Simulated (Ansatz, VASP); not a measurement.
# Cross-check of BAs between VASP and Ansatz, part 2 of 3

One calculation is typed for both programs; each brings its own data sets. How far apart do they land? The cell is taken from a series of runs on this material, whose earlier steps may have relaxed, scaled, displaced or heated it; both programs get it as it stands.

VASP 6.6.1 and Ansatz 0.2.0.

So far: Starting point; Ansatz: zone-centre phonons, PBE, pair 1.

### 3. VASP: zone-centre phonons, PBE, pair 1

Level of this step: PBE; plane waves and PAW (B, As) (VASP).

The same cell, functional and mesh now go to VASP, with its own data sets.

Lines of VASP's logs that name or quote its potential files are left out, and so is its time.

Input file INCAR:

```
SYSTEM = BAs
PREC = Accurate
ENCUT = 500
EDIFF = 1E-08
NELM = 120
ISMEAR = 0
SIGMA = 0.01
LREAL = .FALSE.
ALGO = Normal
GGA = PE
NBANDS = 10
LORBIT = 11
LWAVE = .FALSE.
LCHARG = .FALSE.
ISIF = 2
IBRION = 8
LEPSILON = .TRUE.
LASPH = .TRUE.
GGA_COMPAT = .FALSE.
EFERMI = MIDGAP
KPAR = 2
```

Input file POSCAR:

```
BAs
1.0
    0.0000000000      2.4205894027      2.4205894027
    2.4205894027      0.0000000000      2.4205894027
    2.4205894027      2.4205894027      0.0000000000
B As
1 1
Direct
    0.0000000000      0.0000000000      0.0000000000
    0.7500000000      0.7500000000      0.7500000000
```

Input file KPOINTS:

```
Automatic mesh
0
Gamma
12 12 12
0 0 0
```

PAW data sets: B and As (PBE family, release 64).

Run with:

```sh
mpirun -np 2 vasp_std
```

Numbers of over 12 decimals in the logs are rounded to 6 here.

What it wrote:

```text
[banner, memory and clock lines left out]
running    2 mpi-ranks, on    1 nodes
 distrk:  each k-point on    1 cores,    2 groups
 distr:  one band on    1 cores,    1 groups

 POSCAR found type information on POSCAR B As
 POSCAR found :  2 types and       2 ions
 LDA part: xc-table for (Slater+PW92), standard interpolation
 POSCAR, INCAR and KPOINTS ok, starting setup
 FFT: planning ... GRIDC
 FFT: planning ... GRID_SOFT
 FFT: planning ... GRID
 WAVECAR not read
 entering main loop
       N       E                     dE             d eps       ncg     rms          rms(c)
DAV:   1     0.119106579382E+02    0.11911E+02   -0.36654E+03  1440   0.680E+02
DAV:   2    -0.113173635010E+02   -0.23228E+02   -0.22171E+02  2068   0.101E+02
DAV:   3    -0.119734541807E+02   -0.65609E+00   -0.65487E+00  1720   0.173E+01
DAV:   4    -0.119754420420E+02   -0.19879E-02   -0.19878E-02  1742   0.106E+00
DAV:   5    -0.119754447567E+02   -0.27148E-05   -0.27148E-05  1714   0.396E-02    0.465E+00
DAV:   6    -0.114673053256E+02    0.50814E+00   -0.15219E+00  1546   0.528E+00    0.228E+00
DAV:   7    -0.114169287546E+02    0.50377E-01   -0.16614E-01  1786   0.216E+00    0.946E-01
DAV:   8    -0.114106962128E+02    0.62325E-02   -0.19891E-02  1606   0.843E-01    0.971E-02
DAV:   9    -0.114110023099E+02   -0.30610E-03   -0.73986E-04  1660   0.167E-01    0.550E-02
DAV:  10    -0.114111698579E+02   -0.16755E-03   -0.22262E-04  1578   0.958E-02    0.128E-02
DAV:  11    -0.114111757175E+02   -0.58595E-05   -0.63965E-06  1842   0.180E-02    0.105E-02
DAV:  12    -0.114111758528E+02   -0.13530E-06   -0.28840E-06  1588   0.993E-03    0.313E-03
DAV:  13    -0.114111758998E+02   -0.47012E-07   -0.83770E-08  1782   0.202E-03    0.110E-03
DAV:  14    -0.114111760184E+02   -0.11862E-06   -0.17059E-08  1572   0.896E-04    0.107E-04
DAV:  15    -0.114111760234E+02   -0.50531E-08   -0.39889E-10   916   0.157E-04
   1 F= -.11411176E+02 E0= -.11411176E+02  d E =0.000000E+00
 Linear response reoptimize wavefunctions to high precision
DAV:   1    -0.114111760141E+02    0.93833E-08   -0.10618E-10  1014   0.596E-05
DAV:   2    -0.114111760141E+02    0.10004E-10   -0.39746E-12   876   0.150E-05
 Linear response G [H, r] |phi>, progress :
  Direction:   1
       N       E                     dE             d eps       ncg     rms
RMM:   1    -0.475029849136E+02   -0.47503E+02   -0.55915E+01  3651   0.463E+01
RMM:   2    -0.364288774057E+02    0.11074E+02   -0.30064E+00  2374   0.114E+01
RMM:   3    -0.364391663641E+02   -0.10289E-01   -0.13132E-02  2474   0.952E-01
RMM:   4    -0.364404019147E+02   -0.12356E-02    0.11527E-03  2550   0.110E-01
RMM:   5    -0.364405363150E+02   -0.13440E-03    0.14507E-04  2548   0.133E-02
RMM:   6    -0.364405498377E+02   -0.13523E-04    0.15830E-05  2547   0.204E-03
RMM:   7    -0.364405512633E+02   -0.14256E-05    0.14754E-06  2358   0.452E-04
RMM:   8    -0.364405514205E+02   -0.15720E-06   -0.32830E-07  2125   0.253E-04
RMM:   9    -0.364405514212E+02   -0.69979E-09   -0.19736E-06  1959   0.230E-04
RMM:  10    -0.364405514239E+02   -0.26719E-08   -0.60432E-06  1701   0.230E-04
RMM:  11    -0.364405514348E+02   -0.10848E-07   -0.92498E-06  1519   0.230E-04
 Linear response G [H, r] |phi>, progress :
  Direction:   2
       N       E                     dE             d eps       ncg     rms
RMM:   1    -0.470249107623E+02   -0.47025E+02   -0.82843E+01  3648   0.442E+01
RMM:   2    -0.381888357291E+02    0.88361E+01   -0.20425E+00  2362   0.100E+01
RMM:   3    -0.382081845925E+02   -0.19349E-01   -0.23222E-03  2508   0.781E-01
RMM:   4    -0.382095419693E+02   -0.13574E-02    0.11818E-03  2540   0.894E-02
RMM:   5    -0.382096709691E+02   -0.12900E-03    0.14105E-04  2575   0.109E-02
RMM:   6    -0.382096839923E+02   -0.13023E-04    0.15276E-05  2533   0.170E-03
RMM:   7    -0.382096853688E+02   -0.13765E-05    0.16578E-06  2322   0.381E-04
RMM:   8    -0.382096855402E+02   -0.17143E-06   -0.45951E-08  2095   0.216E-04
RMM:   9    -0.382096855407E+02   -0.47647E-09   -0.39450E-08  2014   0.197E-04
 Linear response G [H, r] |phi>, progress :
  Direction:   3
       N       E                     dE             d eps       ncg     rms
RMM:   1    -0.255859910678E+02   -0.25586E+02    0.11741E+02  3471   0.432E+01
RMM:   2    -0.222385662808E+02    0.33474E+01   -0.24971E+00  2335   0.100E+01
RMM:   3    -0.222354577462E+02    0.31085E-02   -0.33270E-02  2478   0.945E-01
RMM:   4    -0.222351390331E+02    0.31871E-03   -0.46308E-04  2541   0.112E-01
RMM:   5    -0.222351308567E+02    0.81764E-05   -0.15852E-05  2519   0.143E-02
RMM:   6    -0.222351302172E+02    0.63950E-06   -0.10323E-06  2517   0.204E-03
RMM:   7    -0.222351301420E+02    0.75175E-07    0.38854E-08  2293   0.356E-04
RMM:   8    -0.222351301375E+02    0.45515E-08    0.57603E-07  2055   0.125E-04
RMM:   9    -0.222351301801E+02   -0.42622E-07   -0.35206E-07  1845   0.996E-05
RMM:  10    -0.222351301798E+02    0.25568E-09   -0.15559E-07  1631   0.995E-05
RMM:  11    -0.222351301794E+02    0.41780E-09   -0.43473E-07  1451   0.996E-05
RMM:  12    -0.222351301795E+02   -0.12103E-09   -0.59758E-07  1290   0.996E-05
 Linear response to external field (no local field effect), progress :
  Direction:   1
       N       E                     dE             d eps       ncg     rms          rms(c)
[...]
change of polarisation eV/A/(eV/A) component  3 :     0.205    -0.284     0.718
 dielectric tensor                  component  3 :     1.308    -1.812     5.581
 Linear response to external field, progress :
  Direction:   1
       N       E                     dE             d eps       ncg     rms          rms(c)
RMM:   1    -0.707915330817E+00   -0.70792E+00   -0.32536E+00 12656   0.307E+00
RMM:   2    -0.727436271727E+00   -0.19521E-01   -0.74257E-03  9248   0.428E-01    0.131E+00
RMM:   3    -0.719242244398E+00    0.81940E-02   -0.60423E-03  9443   0.459E-01    0.771E-01
RMM:   4    -0.756592722701E+00   -0.37350E-01   -0.90497E-03  9242   0.590E-01    0.843E-02
RMM:   5    -0.762641115211E+00   -0.60484E-02   -0.21147E-04  9449   0.963E-02    0.128E-02
RMM:   6    -0.762997217961E+00   -0.35610E-03   -0.37624E-06  9686   0.139E-02    0.646E-03
RMM:   7    -0.763288549335E+00   -0.29133E-03   -0.25738E-06  9418   0.119E-02    0.555E-04
RMM:   8    -0.763297349487E+00   -0.88002E-05   -0.28439E-08  9982   0.860E-04    0.170E-04
RMM:   9    -0.763295662336E+00    0.16872E-05   -0.51708E-09  9300   0.342E-04    0.427E-05
RMM:  10    -0.763296092349E+00   -0.43001E-06   -0.13148E-09  8709   0.105E-04    0.530E-06
 change of polarisation eV/A/(eV/A) component  1 :     1.407     0.367     0.225
 dielectric tensor                  component  1 :     9.975     2.344     1.438
 Linear response to external field, progress :
  Direction:   2
       N       E                     dE             d eps       ncg     rms          rms(c)
RMM:   1    -0.708063260386E+00   -0.70806E+00   -0.32551E+00 12650   0.307E+00
RMM:   2    -0.727437542010E+00   -0.19374E-01   -0.73310E-03  9253   0.427E-01    0.131E+00
RMM:   3    -0.719242113622E+00    0.81954E-02   -0.60516E-03  9448   0.459E-01    0.771E-01
RMM:   4    -0.756592071346E+00   -0.37350E-01   -0.90608E-03  9246   0.590E-01    0.843E-02
RMM:   5    -0.762641758979E+00   -0.60497E-02   -0.21144E-04  9451   0.964E-02    0.128E-02
RMM:   6    -0.762997063292E+00   -0.35530E-03   -0.36831E-06  9689   0.139E-02    0.646E-03
RMM:   7    -0.763288489810E+00   -0.29143E-03   -0.25453E-06  9423   0.119E-02    0.555E-04
RMM:   8    -0.763297311767E+00   -0.88220E-05   -0.24984E-08  9982   0.859E-04    0.170E-04
RMM:   9    -0.763295614051E+00    0.16977E-05   -0.44247E-09  9315   0.342E-04    0.427E-05
RMM:  10    -0.763296044454E+00   -0.43040E-06   -0.89704E-10  8693   0.104E-04    0.537E-06
 change of polarisation eV/A/(eV/A) component  2 :     0.307     1.407     0.221
 dielectric tensor                  component  2 :     1.961     9.975     1.410
 Linear response to external field, progress :
  Direction:   3
       N       E                     dE             d eps       ncg     rms          rms(c)
RMM:   1    -0.707935204561E+00   -0.70794E+00   -0.32538E+00 12654   0.307E+00
RMM:   2    -0.727436798891E+00   -0.19502E-01   -0.73867E-03  9247   0.428E-01    0.131E+00
RMM:   3    -0.719242272037E+00    0.81945E-02   -0.60392E-03  9444   0.459E-01    0.771E-01
RMM:   4    -0.756593071329E+00   -0.37351E-01   -0.90472E-03  9243   0.590E-01    0.843E-02
RMM:   5    -0.762641108081E+00   -0.60480E-02   -0.21154E-04  9449   0.963E-02    0.128E-02
RMM:   6    -0.762997108242E+00   -0.35600E-03   -0.37432E-06  9687   0.139E-02    0.647E-03
RMM:   7    -0.763288507347E+00   -0.29140E-03   -0.25635E-06  9422   0.119E-02    0.555E-04
RMM:   8    -0.763297319791E+00   -0.88124E-05   -0.27212E-08  9981   0.860E-04    0.170E-04
RMM:   9    -0.763295634857E+00    0.16849E-05   -0.40873E-09  9316   0.343E-04    0.429E-05
RMM:  10    -0.763296069707E+00   -0.43485E-06   -0.12243E-09  8706   0.102E-04    0.549E-06
 change of polarisation eV/A/(eV/A) component  3 :     0.253     0.340     1.407
 dielectric tensor                  component  3 :     1.616     2.168     9.975
 Linear response DOF=           2
 Linear response progress:
  Degree of freedom:   1/  2
       N       E                     dE             d eps       ncg     rms          rms(c)
RMM:   1    -0.422877263087E-01   -0.42288E-01    0.40393E-03 13150   0.108E+00
RMM:   2    -0.395611527723E-01    0.27266E-02   -0.91515E-04  8779   0.215E-01    0.898E-02
RMM:   3    -0.396450672358E-01   -0.83914E-04   -0.34706E-05  9270   0.583E-02    0.483E-02
RMM:   4    -0.398945765743E-01   -0.24951E-03   -0.53136E-05  9042   0.557E-02    0.789E-03
RMM:   5    -0.398668096569E-01    0.27767E-04    0.30172E-06  9516   0.920E-03    0.679E-04
RMM:   6    -0.398644418555E-01    0.23678E-05    0.30490E-07  9561   0.847E-04    0.330E-04
RMM:   7    -0.398638772679E-01    0.56459E-06    0.17451E-07  9585   0.415E-04    0.511E-05
RMM:   8    -0.398640881166E-01   -0.21085E-06   -0.17410E-08  9749   0.941E-05    0.167E-05
RMM:   9    -0.398640545408E-01    0.33576E-07   -0.12826E-08  9991   0.362E-05    0.477E-06
RMM:  10    -0.398640584454E-01   -0.39045E-08    0.26654E-10  9765   0.164E-05    0.596E-07
 first order change of Fermi-energy   0.24165E+01
 force on displaced ion       1 direction 1 : -15.527  -0.000  -0.000
 Born effective charge ion    1 direction 1 :  -0.416   0.000   0.000
 Linear response progress:
  Degree of freedom:   2/  2
       N       E                     dE             d eps       ncg     rms          rms(c)
RMM:   1    -0.390380480318E-01   -0.39038E-01    0.34119E-02 13445   0.114E+00
RMM:   2    -0.370580178826E-01    0.19800E-02   -0.14680E-03  8897   0.213E-01    0.926E-02
RMM:   3    -0.368745914923E-01    0.18343E-03   -0.12479E-04  9502   0.297E-02    0.552E-02
RMM:   4    -0.368661266046E-01    0.84649E-05   -0.10838E-04  9271   0.368E-02    0.362E-03
RMM:   5    -0.368596485506E-01    0.64781E-05   -0.89985E-06  9699   0.388E-03    0.850E-04
RMM:   6    -0.368565488001E-01    0.30998E-05   -0.56947E-07  9558   0.102E-03    0.241E-04
RMM:   7    -0.368540192299E-01    0.25296E-05   -0.30260E-07  9766   0.414E-04    0.337E-05
RMM:   8    -0.368539606558E-01    0.58574E-07   -0.34122E-08 10050   0.446E-05    0.241E-05
RMM:   9    -0.368540985110E-01   -0.13786E-06   -0.15475E-08  9836   0.441E-05    0.285E-06
RMM:  10    -0.368540831281E-01    0.15383E-07    0.74346E-09  9468   0.101E-05    0.156E-06
RMM:  11    -0.368540828652E-01    0.26296E-09    0.10614E-08  8797   0.955E-06    0.260E-07
 first order change of Fermi-energy  -0.24162E+01
 force on displaced ion       2 direction 1 : -15.524  -0.000  -0.000
 Born effective charge ion    2 direction 1 :   0.410   0.000   0.000
 Born effective charges drift removed
 Linear response finished
```

OUTCAR, selected parts (step 3):

```text
ion  position               nearest neighbor table
   1  0.000  0.000  0.000-   2 2.10   2 2.10   2 2.10   2 2.10
   2  0.750  0.750  0.750-   1 2.10   1 2.10   1 2.10   1 2.10

  LATTYP: Found a face centered cubic cell.
 ALAT       =     4.8411788054

 Subroutine GETGRP returns: Found 24 space group operations
 (whereof 24 operations were pure point group operations)

The static configuration has the point symmetry T_d .

 Found     72 irreducible k-points:

   k-points           NKPTS =     72   k-points in BZ     NKDIM =     72   number of bands    NBANDS=     10

   dimension x,y,z NGX =    28 NGY =   28 NGZ =   28
   dimension x,y,z NGXF=    56 NGYF=   56 NGZF=   56

   ENCUT  =  500.0 eV  36.75 Ry    6.06 a.u.   6.24  6.24  6.24*2*pi/ulx,y,z

   NELECT =       8.0000    total number of electrons

 k-points in reciprocal lattice and weights: Automatic mesh
   0.00000000  0.00000000  0.00000000       0.001
   0.08333333  0.00000000  0.00000000       0.005
   0.16666667  0.00000000  0.00000000       0.005
   0.25000000  0.00000000  0.00000000       0.005
   0.33333333  0.00000000  0.00000000       0.005
   0.41666667  0.00000000  0.00000000       0.005
   0.50000000  0.00000000  0.00000000       0.002
   0.08333333  0.08333333  0.00000000       0.003
   0.16666667  0.08333333  0.00000000       0.014
[...]
-0.33333333  0.50000000  0.16666667       0.007
  -0.25000000  0.50000000  0.25000000       0.003

 average (electrostatic) potential at core
       1 -27.2832       2 -49.1683

  Total       -0.3458073     -0.3458073     -0.3458073      0.0000000      0.0000000      0.0000000
  in kB      -19.5322069    -19.5322069    -19.5322069      0.0000000      0.0000000      0.0000000
  external PRESSURE =     -19.5322069 kB  Pullay stress =       0.0000000 kB

  energy-cutoff  :      500.00
  volume of cell :       28.37
      direct lattice vectors                 reciprocal lattice vectors
     0.000000000  2.420589403  2.420589403    -0.206561261  0.206561261  0.206561261
     2.420589403  0.000000000  2.420589403     0.206561261 -0.206561261  0.206561261
     2.420589403  2.420589403  0.000000000     0.206561261  0.206561261 -0.206561261

 POSITION                                       TOTAL-FORCE (eV/Angst)
 -----------------------------------------------------------------------------------
      0.00000      0.00000      0.00000         0.000000     -0.000000     -0.000000
      3.63088      3.63088      3.63088        -0.000000      0.000000      0.000000
 -----------------------------------------------------------------------------------
    total drift:                                0.000000      0.000000      0.000000

 MACROSCOPIC STATIC DIELECTRIC TENSOR (including local field effects in DFT)
 ------------------------------------------------------
           9.974552    -0.000000    -0.000000
           0.000000     9.974552     0.000000
          -0.000000     0.000000     9.974552
 ------------------------------------------------------

 PIEZOELECTRIC TENSOR (including local field effects)  for field in x, y, z        (C/m^2)
          XX          YY          ZZ          XY          YZ          ZX
  --------------------------------------------------------------------------------
  x    -0.00000    -0.00000    -0.00000     0.00000    -0.04011     0.00000
  y     0.00000     0.00000     0.00000     0.00000     0.00000    -0.04011
  z    -0.00000     0.00000    -0.00000    -0.04011     0.00000     0.00000

 BORN EFFECTIVE CHARGES (including local field effects) (in |e|, cummulative output)
 ---------------------------------------------------------------------------------
 ion    1
    1    -0.41041    -0.00000     0.00000
    2     0.00000    -0.41041    -0.00000
    3     0.00000     0.00000    -0.41041
 ion    2
    1     0.41041     0.00000     0.00000
    2    -0.00000     0.41041     0.00000
    3     0.00000     0.00000     0.41041

 Eigenvectors and eigenvalues of the dynamical matrix
 ----------------------------------------------------

   1 f  =   20.041390 THz   125.923765 2PiTHz  668.508799 cm-1    82.884490 meV
             X         Y         Z           dx          dy          dz
      0.000000  0.000000  0.000000     0.934838   -0.000000    0.000000
      3.630884  3.630884  3.630884    -0.355076    0.000000    0.000000

   2 f  =   20.041390 THz   125.923765 2PiTHz  668.508799 cm-1    82.884490 meV
             X         Y         Z           dx          dy          dz
      0.000000  0.000000  0.000000     0.000000    0.934838    0.000000
      3.630884  3.630884  3.630884     0.000000   -0.355076    0.000000

   3 f  =   20.041390 THz   125.923765 2PiTHz  668.508799 cm-1    82.884490 meV
             X         Y         Z           dx          dy          dz
      0.000000  0.000000  0.000000     0.000000    0.000000   -0.934838
      3.630884  3.630884  3.630884     0.000000    0.000000    0.355076

   4 f/i=    0.000669 THz     0.004205 2PiTHz    0.022325 cm-1     0.002768 meV
             X         Y         Z           dx          dy          dz
      0.000000  0.000000  0.000000    -0.004567   -0.028259    0.353920
      3.630884  3.630884  3.630884    -0.012023   -0.074399    0.931795

   5 f/i=    0.000669 THz     0.004205 2PiTHz    0.022325 cm-1     0.002768 meV
             X         Y         Z           dx          dy          dz
      0.000000  0.000000  0.000000     0.087988    0.342818    0.028507
      3.630884  3.630884  3.630884     0.231654    0.902566    0.075054

   6 f/i=    0.000669 THz     0.004205 2PiTHz    0.022325 cm-1     0.002768 meV
             X         Y         Z           dx          dy          dz
      0.000000  0.000000  0.000000     0.343971   -0.088068   -0.002593
      3.630884  3.630884  3.630884     0.905601   -0.231865   -0.006828

 MACROSCOPIC STATIC DIELECTRIC TENSOR IONIC CONTRIBUTION
 ------------------------------------------------------
           0.069210    -0.000000    -0.000000
          -0.000000     0.069210    -0.000000
          -0.000000    -0.000000     0.069210
 ------------------------------------------------------

 ELASTIC MODULI CONTR FROM IONIC RELAXATION (kBar)
 Direction    XX          YY          ZZ          XY          YZ          ZX
 --------------------------------------------------------------------------------
 XX          -0.0000     -0.0000      0.0000     -0.0000      0.0000      0.0000
 YY          -0.0000     -0.0000     -0.0000     -0.0000     -0.0000      0.0000
 ZZ           0.0000     -0.0000     -0.0000      0.0000     -0.0000      0.0000
 XY          -0.0000     -0.0000      0.0000   -121.0855      0.0000      0.0000
 YZ           0.0000     -0.0000     -0.0000      0.0000   -121.0855      0.0000
 ZX           0.0000      0.0000      0.0000      0.0000      0.0000   -121.0855
 --------------------------------------------------------------------------------

 PIEZOELECTRIC TENSOR IONIC CONTR  for field in x, y, z        (C/m^2)
          XX          YY          ZZ          XY          YZ          ZX
  --------------------------------------------------------------------------------
  x    -0.00000     0.00000     0.00000    -0.00000     0.08614    -0.00000
  y    -0.00000    -0.00000    -0.00000    -0.00000    -0.00000     0.08614
  z     0.00000     0.00000    -0.00000     0.08614    -0.00000    -0.00000
```

### 4. Side by side

Known differences besides the potentials themselves: fixed occupations in Ansatz, narrow Gaussian smearing in VASP; VASP's response is taken on the typed mesh, Ansatz refines its own for the field response alone; the data sets hold 18 valence electrons in Ansatz (on its PAW soft_1 files) and 8 in VASP; the cutoff is 420 eV in Ansatz and 500 eV in VASP. Total energies have different zeros and are not compared.

The two programs side by side:

```
                                     quantity  Ansatz   VASP  difference
                                        ε∞ xx    9.95   9.97     -0.23 %
                                        ε∞ yy    9.95   9.97     -0.23 %
                                        ε∞ zz    9.95   9.97     -0.23 %
 Born charge of B1 (mean of the diagonal) (e)   -0.38  -0.41       +0.03
Born charge of As2 (mean of the diagonal) (e)    0.38   0.41       -0.03
                   optical mode 1 to 3 (cm⁻¹)   663.9  668.5     -0.69 %
```

Modes are paired by rising frequency, not by their patterns, so a pair may set unlike modes beside each other; they are those without the splitting of longitudinal modes.

(Continued in part 3 of 3.)

[Lines on the potential files, build, host, timing and source positions are cut from VASP's logs without a mark.]

[Logs are printed without paths, hosts, clocks, repeated set-up lines and the standing remarks that a program may print on its own settings, such as how far it seeks lower states.]

[Hosts, paths, dates, database ids (printed as entryN), source tags and the programs' standing remarks are cut or masked in the printed files.]
